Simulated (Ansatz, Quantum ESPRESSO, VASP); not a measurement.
**One structure in several programs: Be5Pt (P1, 6 atoms in the cell)**

Self-consistent single point.

```yaml
crystal:
  lattice:
    - [0.00000, 2.98130, 2.98130]
    - [2.98130, 0.00000, 2.98130]
    - [2.98130, 2.98130, 0.00000]
  atoms:
    - { symbol: Be, position: [0.25693, 0.26616, 0.24625] }
    - { symbol: Be, position: [0.63690, 0.61105, 0.12134] }
    - { symbol: Be, position: [0.60390, 0.12570, 0.62981] }
    - { symbol: Be, position: [0.61243, 0.62373, 0.64228] }
    - { symbol: Be, position: [0.12997, 0.63446, 0.61194] }
    - { symbol: Pt, position: [0.00987, 0.98889, 0.99839] }
```

Shared settings, as Ansatz (a program for electronic structure) writes them: kpoints.mp_grid.grid = 5 5 5; magnetization.spin_orbit = true; scf.occupations.method = fermi_dirac; scf.occupations.width = 0.136 eV. Potentials and cutoffs stand in the table.

```
code                                                                                             model  pressure (GPa)  largest force (eV/Å)  cutoff
----------------  ------------------------------------------------------------------------------------  --------------  --------------------  ------
Ansatz                                PBEsol with spin-orbit coupling, default PAW files made with PBE           -1.41                 0.869  420 eV
VASP                                   PBEsol, spin-orbit coupling, VASP's PBE PAW potentials (set 64)           -1.15                 0.875  300 eV
Quantum ESPRESSO  PBEsol, spin-orbit coupling, PSlibrary fully relativistic PAW (PBE) pseudopotentials           -1.45                 0.875   45 Ry
```

Size of the force on each atom (eV/Å): Sizes of forces hide their directions.

```json
[
 {"code": "Ansatz", "Be1": "0.354", "Be2": "0.532", "Be3": "0.646", "Be4": "0.869", "Be5": "0.342", "Pt6": "0.659"},
 {"code": "VASP", "Be1": "0.361", "Be2": "0.537", "Be3": "0.650", "Be4": "0.875", "Be5": "0.344", "Pt6": "0.660"},
 {"code": "Quantum ESPRESSO", "Be1": "0.356", "Be2": "0.536", "Be3": "0.650", "Be4": "0.875", "Be5": "0.341", "Pt6": "0.664"}
]
```

The spread over the programs that give each value: pressure within 0.30 GPa; largest force within 0.006 eV/Å.

Ansatz's pressure is given at a fixed set of plane waves, as the other plane-wave codes print theirs; with its correction for the finite basis it is -1.37 GPa.

VASP's run is marked for a possible Pulay error in its stress at this cutoff; no cutoff test was made.

The starting cell comes from a database of computed structures (which also holds hypothetical and non-ambient phases and stackings), without a prior relaxation at this level. Its atoms were displaced at random from the sites of space group no. 216.

Left out of this page: SIESTA (not drawn, or without a comparable value).

Keys are those of Ansatz 0.2.
